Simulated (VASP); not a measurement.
Consider the following.

```yaml
crystal:
  lattice:
    - [4.81106, 0.00000, 0.00000]
    - [0.00000, 4.81106, 0.00000]
    - [0.00000, 0.00000, 4.81106]
  atoms:
    - { symbol: Ag, position: [0.75000, 0.25000, 0.75000] }
    - { symbol: Ag, position: [0.25000, 0.75000, 0.75000] }
    - { symbol: Ag, position: [0.75000, 0.75000, 0.25000] }
    - { symbol: Ag, position: [0.25000, 0.25000, 0.25000] }
    - { symbol: O, position: [0.00000, 0.00000, 0.00000] }
    - { symbol: O, position: [0.50000, 0.50000, 0.50000] }
```

Method: PBE GGA, VASP's PBE PAW potentials (set 64) (plane waves; VASP). Numerical set-up: 520 eV cut-off, 6×6×6 Γ-centred mesh, first-order Methfessel-Paxton smearing of 0.10 eV, potentials Ag O.

Task: What does the run give for the energy per atom (σ→0), band gap (on the k-mesh) with the smallest direct gap where there is one?

Result: 
| Quantity | Value |
|---|---|
| band gap (on the k-mesh) | none (metal, semimetal or under 0.01 eV) |
| energy per atom (σ→0) | -3.577 eV/atom |

The compound is Ag2O in the cuprite structure. It was relaxed first, which changed the volume by +5 %. The start is the result of an earlier pass.
